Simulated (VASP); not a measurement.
Shape and ions are relaxed at each volume.

Energy against volume of TiAl (L1_0). Level of theory: r2SCAN+rVV10, VASP's PBE PAW potentials (set 64) (plane waves; VASP).

```json
[
 {"V (Å³/atom)": "15.026", "E (eV/atom)": "-10.09771"},
 {"V (Å³/atom)": "15.506", "E (eV/atom)": "-10.11657"},
 {"V (Å³/atom)": "15.985", "E (eV/atom)": "-10.12259"},
 {"V (Å³/atom)": "16.465", "E (eV/atom)": "-10.11748"},
 {"V (Å³/atom)": "16.944", "E (eV/atom)": "-10.10274"}
]
```

**Question.** Fit a third-order Birch-Murnaghan equation of state.

**Answer.** 
| Property | Value |
|---|---|
| volume per atom | 15.99 Å³/atom |
| bulk modulus | 1230 kbar |
| pressure derivative of the bulk modulus | 3.79 |

The compound is TiAl in the L1_0 structure. It was relaxed first.
